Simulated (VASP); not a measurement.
These are PBE GGA, VASP's PBE PAW potentials (set 64) (plane waves; VASP) values and carry that method's errors.

VASP ran on this input.

File POSCAR:
```
FePt
2.7274710
  1.0000000000   0.0000000000   0.0000000000
  0.0000000000   1.0244240910   0.0000000000
  0.0000000000   0.0000000000   1.3481177252
Fe Pt
1 1
Cart
  0.0000000000   0.0000000000   0.0000000000
  0.5282590000   0.5122120455   0.6740588626
```

KPOINTS:
```
Automatic mesh
0
Gamma
12 12 9
0 0 0
```

INCAR:
```
SYSTEM = FePt
PREC = Accurate
ENCUT = 400
EDIFF = 1E-6
NELM = 100
ALGO = Normal
LREAL = .FALSE.
LASPH = .TRUE.
ISMEAR = 1
SIGMA = 0.1
GGA = PE
LMAXMIX = 6
ISPIN = 2
MAGMOM = 3.0 0.0
LORBIT = 10
LWAVE = .FALSE.
LCHARG = .FALSE.
ISIF = 2
NUPDOWN = 2
```

POTCAR, in this order: Fe Pt (PBE.64 set). Program: vasp_std.

Output

### OUTCAR
```
 ion  position               nearest neighbor table
   1  0.000  0.000  0.000-   2 2.64   2 2.64   2 2.64   2 2.64   2 2.72   2 2.72   2 2.72   2 2.72
  LATTYP: Found a simple orthorhombic cell.
 ALAT       =     2.7274710000
 B/A-ratio  =     1.0244240910
 C/A-ratio  =     1.3481177252
 Subroutine PRICEL returns:
 Original cell was already a primitive cell.
 Subroutine GETGRP returns: Found  4 space group operations
The static configuration has the point symmetry C_2v.
The dynamic configuration has the point symmetry C_2v.
The overall configuration has the point symmetry C_2v.
 Subroutine INISYM returns: Found  4 space group operations
 Subroutine IBZKPT returns following result:
 Found    245 irreducible k-points:

 Following reciprocal coordinates:
            Coordinates               Weight
  0.000000  0.000000  0.000000      1.000000
  0.083333  0.000000  0.000000      2.000000
  0.166667  0.000000  0.000000      2.000000
  0.250000  0.000000  0.000000      2.000000
  0.333333  0.000000  0.000000      2.000000
  0.416667  0.000000  0.000000      2.000000
  0.500000  0.000000  0.000000      1.000000
...
```

File OSZICAR:
```
       N       E                     dE             d eps       ncg     rms          rms(c)
DAV:   1     0.776530571289E+02    0.77653E+02   -0.74523E+03 15428   0.108E+03
DAV:   2    -0.133355902005E+02   -0.90989E+02   -0.82527E+02 15099   0.230E+02
DAV:   3    -0.158882435496E+02   -0.25527E+01   -0.24601E+01 18650   0.462E+01
DAV:   4    -0.159166338706E+02   -0.28390E-01   -0.28380E-01 16875   0.425E+00
DAV:   5    -0.159174385532E+02   -0.80468E-03   -0.80458E-03 19725   0.811E-01    0.158E+01
DAV:   6    -0.179988701546E+02   -0.20814E+01   -0.13570E+01 15817   0.862E+01    0.243E+01
DAV:   7    -0.144818993202E+02    0.35170E+01   -0.82903E+00 18923   0.849E+01    0.702E+00
DAV:   8    -0.143902017058E+02    0.91698E-01   -0.52411E-01 18576   0.102E+01    0.252E+00
DAV:   9    -0.143852404183E+02    0.49613E-02   -0.54503E-02 20858   0.326E+00    0.124E+00
DAV:  10    -0.143847809594E+02    0.45946E-03   -0.53401E-03 21055   0.114E+00    0.438E-01
DAV:  11    -0.143844922402E+02    0.28872E-03   -0.86047E-04 21703   0.485E-01    0.174E-01
DAV:  12    -0.143845629007E+02   -0.70661E-04   -0.13419E-04 19760   0.191E-01    0.101E-01
DAV:  13    -0.143845734569E+02   -0.10556E-04   -0.43101E-05 22081   0.107E-01    0.337E-02
DAV:  14    -0.143845781910E+02   -0.47341E-05   -0.40420E-06 16882   0.265E-02    0.157E-02
DAV:  15    -0.143845791041E+02   -0.91305E-06   -0.12599E-06 10188   0.180E-02
   1 F= -.14384579E+02 E0= -.14384552E+02  d E =-.822368E-04  mag=     1.9999
```

**OUTCAR**
```
------------------------ aborting loop because EDIFF is reached ----------------------------------------
  FORCE on cell =-STRESS in cart. coord.  units (eV):
  Direction    XX          YY          ZZ          XY          YZ          ZX
  --------------------------------------------------------------------------------------
  Total       -1.4392842     -2.1786894     -0.5989719      0.0000000      0.0000000      0.0000000
  in kB      -82.2941764   -124.5712653    -34.2475079      0.0000000      0.0000000      0.0000000
  external PRESSURE =     -80.3709832 kB  Pullay stress =       0.0000000 kB
  volume of cell :       28.02
      direct lattice vectors                 reciprocal lattice vectors
     2.727471000  0.000000000  0.000000000     0.366640012  0.000000000  0.000000000
     0.000000000  2.794087000  0.000000000     0.000000000  0.357898662  0.000000000
     0.000000000  0.000000000  3.676952000     0.000000000  0.000000000  0.271964388
 POSITION                                       TOTAL-FORCE (eV/Angst)
 -----------------------------------------------------------------------------------
      0.00000      0.00000      0.00000         0.313609      0.000000      0.000000
      1.44081      1.39704      1.83848        -0.313609      0.000000      0.000000
 -----------------------------------------------------------------------------------
    total drift:                               -0.000121      0.000000     -0.000000
  FREE ENERGIE OF THE ION-ELECTRON SYSTEM (eV)
  ---------------------------------------------------
  free  energy   TOTEN  =       -14.3845791041 eV

  energy  without entropy=      -14.3844968673  energy(sigma->0) =      -14.38455169

 total charge

# of ion       s       p       d       tot
------------------------------------------
    1        0.395   0.430   6.184   7.009
    2        0.704   0.644   7.990   9.337
--------------------------------------------------
tot          1.099   1.074  14.174  16.347

 magnetization (x)

# of ion       s       p       d       tot
------------------------------------------
    1        0.000  -0.011   2.074   2.064
    2       -0.027  -0.067   0.032  -0.062
--------------------------------------------------
tot         -0.027  -0.078   2.107   2.002
```
(Selected blocks of OUTCAR.)

The compound is FePt in the L1_0 structure. The cell was not relaxed at this level, atoms are displaced from their ideal sites. The run is one of a series of settings (NUPDOWN = 2 against the base run), some of them coarse on purpose.
